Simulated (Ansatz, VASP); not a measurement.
# GaAs: VASP beside Ansatz, part 2 of 2

Aim: how closely do two programs agree when they are given the same cell, functional and k mesh? The cell is taken from a series of runs on this material, whose earlier steps may have relaxed, scaled, displaced or heated it; both programs get it as it stands.

VASP 6.6.1 and Ansatz 0.2.0.

So far. Step 2 (Ansatz: single point, HSE06): The run ends at a pressure of -2.99 GPa.

## Step 3: VASP: single point, HSE06

Level of this step: HSE06; plane waves and PAW (As, Ga_d) (VASP).

The same cell, functional, mesh and smearing now go to VASP, with its own data sets.

Lines of VASP's logs that name or quote its potential files are left out, and so is its time.

The run reads the wave functions of an earlier VASP run, which isn't shown here.

The input, INCAR:

```
SYSTEM = GaAs
PREC = Accurate
ENCUT = 400
EDIFF = 1E-06
NELM = 100
ISMEAR = -1
SIGMA = 0.02
LREAL = .FALSE.
ALGO = Normal
LHFCALC = .TRUE.
AEXX = 0.25
GGA = PE
HFSCREEN = 0.208
LASPH = .TRUE.
NBANDS = 15
PRECFOCK = Fast
LORBIT = 11
LWAVE = .FALSE.
LCHARG = .FALSE.
KPAR = 8
ISIF = 2
```

The input, POSCAR:

```
GaAs
1.0
    0.0000000000      2.8851458196      2.8851458196
    2.8851458196      0.0000000000      2.8851458196
    2.8851458196      2.8851458196      0.0000000000
As Ga
1 1
Direct
    0.7500000000      0.7500000000      0.7500000000
    0.0000000000      0.0000000000      0.0000000000
```

The input, KPOINTS:

```
Automatic mesh
0
Gamma
6 6 6
0 0 0
```

The projector-augmented-wave data sets are As and Ga_d (PBE family, release 64).

On the command line:

```console
mpirun -np 8 vasp_std
```

Numbers of over 12 decimals in the logs are rounded to 6 here.

The log of the run:

```text
[banner, memory and clock lines left out]
running    8 mpi-ranks, on    1 nodes
 distrk:  each k-point on    1 cores,    8 groups
 distr:  one band on    1 cores,    1 groups

 POSCAR found type information on POSCAR AsGa
 POSCAR found :  2 types and       2 ions
|                                                                             |
|           W    W    AA    RRRRR   N    N  II  N    N   GGGG   !!!           |
|           W    W   A  A   R    R  NN   N  II  NN   N  G    G  !!!           |
|           W    W  A    A  R    R  N N  N  II  N N  N  G       !!!           |
|           W WW W  AAAAAA  RRRRR   N  N N  II  N  N N  G  GGG   !            |
|           WW  WW  A    A  R   R   N   NN  II  N   NN  G    G                |
|           W    W  A    A  R    R  N    N  II  N    N   GGGG   !!!           |
|                                                                             |
|     For optimal performance we recommend to set                             |
|       NCORE = 2 up to number-of-cores-per-socket                            |
|     NCORE specifies how many cores store one orbital (NPAR=cpu/NCORE).      |
|     This setting can greatly improve the performance of VASP for DFT.       |
|     The default, NCORE=1 might be grossly inefficient on modern             |
|     multi-core architectures or massively parallel machines. Do your        |
|     Unfortunately you need to use the default for GW and RPA                |
|     calculations (for HF NCORE is supported but not extensively tested      |
|     yet).                                                                   |
|                                                                             |

 LDA part: xc-table for (Slater+PW92), standard interpolation
 found WAVECAR, reading the header
 POSCAR, INCAR and KPOINTS ok, starting setup
 FFT: planning ... GRIDC
 FFT: planning ... GRID_SOFT
 FFT: planning ... GRID
 reading WAVECAR
 the WAVECAR file was read successfully
 initial charge from wavefunction
 entering main loop
       N       E                     dE             d eps       ncg     rms          rms(c)
DAV:   1    -0.982691910103E+01   -0.98269E+01   -0.71556E-01   720   0.155E+01    0.209E+00
DAV:   2    -0.982494070736E+01    0.19784E-02   -0.48178E-02   670   0.333E+00    0.142E+00
DAV:   3    -0.982263603695E+01    0.23047E-02   -0.52630E-03   634   0.117E+00    0.841E-01
DAV:   4    -0.982202351176E+01    0.61253E-03   -0.75248E-04   613   0.300E-01    0.477E-01
DAV:   5    -0.982185741217E+01    0.16610E-03   -0.15021E-04   522   0.100E-01    0.272E-01
DAV:   6    -0.982180978547E+01    0.47627E-04   -0.30253E-05   620   0.478E-02    0.153E-01
DAV:   7    -0.982179275065E+01    0.17035E-04   -0.63329E-06   557   0.232E-02    0.848E-02
DAV:   8    -0.982178719560E+01    0.55551E-05   -0.21511E-06   578   0.113E-02    0.463E-02
DAV:   9    -0.982178544029E+01    0.17553E-05   -0.72217E-07   317   0.580E-03    0.255E-02
DAV:  10    -0.982178480336E+01    0.63693E-06   -0.36106E-07   282   0.443E-03
   1 F= -.98217848E+01 E0= -.98217848E+01  d E =-.752343E-11
```

OUTCAR, selected parts (step 3):

```text
ion  position               nearest neighbor table
   1  0.750  0.750  0.750-   2 2.50   2 2.50   2 2.50   2 2.50
   2  0.000  0.000  0.000-   1 2.50   1 2.50   1 2.50   1 2.50

  LATTYP: Found a face centered cubic cell.
 ALAT       =     5.7702916392

 Subroutine GETGRP returns: Found 24 space group operations
 (whereof 24 operations were pure point group operations)

The static configuration has the point symmetry T_d .

 Found     16 irreducible k-points:

   k-points           NKPTS =     16   k-points in BZ     NKDIM =    216   number of bands    NBANDS=     15

   dimension x,y,z NGX =    28 NGY =   28 NGZ =   28
   dimension x,y,z NGXF=    56 NGYF=   56 NGZF=   56

   ENCUT  =  400.0 eV  29.40 Ry    5.42 a.u.   6.65  6.65  6.65*2*pi/ulx,y,z

   NELECT =      18.0000    total number of electrons

 k-points in reciprocal lattice and weights: Automatic mesh
   0.00000000  0.00000000  0.00000000       0.005
   0.16666667  0.00000000  0.00000000       0.037
   0.33333333  0.00000000  0.00000000       0.037
   0.50000000  0.00000000  0.00000000       0.019
   0.16666667  0.16666667  0.00000000       0.028
   0.33333333  0.16666667  0.00000000       0.111
   0.50000000  0.16666667  0.00000000       0.111
  -0.33333333  0.16666667  0.00000000       0.111
  -0.16666667  0.16666667  0.00000000       0.056
[...]
-0.33333333  0.33333333  0.16666667       0.111
  -0.33333333  0.50000000  0.16666667       0.056

  exchange ACFDT corr.  =         0.00000000  see jH, gK, PRB 81, 115126

 average (electrostatic) potential at core
       1 -47.1191       2 -59.9218

 E-fermi :   3.4598

 k-point     1 :       0.0000    0.0000    0.0000
  band No.  band energies     occupation
    ...
      5     -14.2720      2.00000
      6     -10.5510      2.00000
      7       2.9634      2.00000
      8       2.9634      2.00000
      9       2.9634      2.00000
     10       3.8618      0.00000
     11       7.4718      0.00000
     12       7.4718      0.00000
     13       7.4718      0.00000
     14      11.3127      0.00000
    ...

 k-point     2 :       0.1667    0.0000    0.0000
  band No.  band energies     occupation
    ...
      5     -14.2722      2.00000
      6     -10.2345      2.00000
      7       0.2030      2.00000
      8       2.5979      2.00000
      9       2.5979      2.00000
     10       5.1135      0.00000
     11       8.0131      0.00000
     12       8.0131      0.00000
     13       8.2896      0.00000
     14      12.6918      0.00000
    ...

 k-point     3 :       0.3333    0.0000    0.0000
  band No.  band energies     occupation
    ...
      5     -14.2711      2.00000
      6      -9.4168      2.00000
      7      -2.6015      2.00000
      8       2.0491      2.00000
      9       2.0491      2.00000
     10       4.7489      0.00000
     11       8.4443      0.00000
     12       8.4443      0.00000
     13      10.9056      0.00000
     14      12.5105      0.00000
    ...

  Total       -1.0011995     -1.0011995     -1.0011995      0.0000000      0.0000000     -0.0000000
  in kB      -33.3962665    -33.3962665    -33.3962665      0.0000000      0.0000000     -0.0000000
  external PRESSURE =     -33.3962665 kB  Pullay stress =       0.0000000 kB

  energy-cutoff  :      400.00
  volume of cell :       48.03
      direct lattice vectors                 reciprocal lattice vectors
     0.000000000  2.885145820  2.885145820    -0.173301466  0.173301466  0.173301466
     2.885145820  0.000000000  2.885145820     0.173301466 -0.173301466  0.173301466
     2.885145820  2.885145820  0.000000000     0.173301466  0.173301466 -0.173301466

 POSITION                                       TOTAL-FORCE (eV/Angst)
 -----------------------------------------------------------------------------------
      4.32772      4.32772      4.32772         0.000000      0.000000      0.000000
      0.00000      0.00000      0.00000        -0.000000     -0.000000     -0.000000
 -----------------------------------------------------------------------------------
    total drift:                               -0.000011     -0.000010      0.000000

  FREE ENERGIE OF THE ION-ELECTRON SYSTEM (eV)
  ---------------------------------------------------
  free  energy   TOTEN  =        -9.8217848034 eV

  energy  without entropy=       -9.8217848033  energy(sigma->0) =       -9.82178480

 total charge
# of ion       s       p       d       tot
------------------------------------------
    1        1.221   1.604   0.028   2.853
    2        0.837   0.741   9.999  11.578
--------------------------------------------------
tot          2.059   2.345  10.027  14.431

[... 3 further parts left out ...]
```

The run ends at a pressure of -3.34 GPa.

## Step 4: Differences

Known differences besides the potentials themselves: exact exchange at q = 0 is treated differently, which shows on coarse meshes; VASP keeps PBE cores, Ansatz makes them for the functional; the data sets hold 28 valence electrons in Ansatz (on its PAW soft_1 files) and 18 in VASP; the cutoff is 600 eV in Ansatz and 400 eV in VASP; VASP takes a coarser grid for exact exchange (PRECFOCK = Fast). Total energies have different zeros and are not compared.

Compared:

| quantity | Ansatz | VASP | difference |
| --- | --- | --- | --- |
| pressure (GPa) | -2.99 | -3.34 | +0.35 |
| gap on the k mesh (eV) | 0.908 | 0.898 | +0.010 |

A gap on the mesh is an upper bound, since the band edges may lie between its points.

## Step 5: Summary of results

| Quantity | Value |
| --- | --- |
| difference in gap on the k mesh (single point, HSE06) | 0.0099 eV |

**Reading.** The difference in gap on the k mesh is 0.0099 eV (single point, HSE06), within the 0.08 eV picked in this series as the mark of a large difference. The data sets hold unlike numbers of valence electrons (28 in Ansatz and 18 in VASP), so part of the differences comes from the potentials. How closely two codes agree says nothing of how well the functional describes the real material.

[Lines on the potential files, build, host, timing and source positions are cut from VASP's logs without a mark.]

[Logs are printed without paths, hosts, clocks, repeated set-up lines and the standing remarks that a program may print on its own settings, such as how far it seeks lower states.]

[Hosts, paths, dates, database ids (printed as entryN), source tags and the programs' standing remarks are cut or masked in the printed files.]
